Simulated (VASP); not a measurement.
Here is a VASP 6.6.1 calculation.

File INCAR:

```
  ALGO = Normal
  EDIFF = 1E-7
  ENCUT = 520
  GGA = PE
  ISIF = 2
  ISMEAR = -1
  LASPH = T
  LCHARG = F
  LREAL = F
  LWAVE = F
  NBANDS = 40
  NELM = 80
  PREC = Accurate
  SIGMA = 0.05
```

KPOINTS

```
k-points
0
Gamma
  9 9 3
```

File POSCAR:

```
AlW3C4
1.0
    2.8323640000      0.0000000000      0.0000000000
    0.0000000000      2.9474060000      0.0000000000
    0.0000000000      0.0000000000     10.1379520000
W Al C
3 1 4
Direct
    0.0000000000      0.5000000000      0.5016550000
    0.0000000000      0.0000000000      0.2513470000
    0.0000000000      0.5000000000      0.0018810000
    0.0000000000      0.0000000000      0.7388960000
    0.5000000000      0.0000000000      0.9255220000
    0.5000000000      0.5000000000      0.6616870000
    0.5000000000      0.0000000000      0.4176690000
    0.5000000000      0.5000000000      0.1680440000
```

Potentials or basis: VASP PAW PBE potentials, release 64 (W_sv, Al, C).

Launch:

```sh
$ cat potpaw_PBE.64/W_sv/POTCAR potpaw_PBE.64/Al/POTCAR potpaw_PBE.64/C/POTCAR > POTCAR
$ mpirun -np 1 vasp_std > vasp.out
```

(1) What does it give for the pressure?

(2) Estimate the band gap on the k mesh.

(3) Estimate the largest force.

## Answers

(1) -1.1 GPa.

(2) none (metal or under the smearing width).

(3) 0.113 eV/Å.
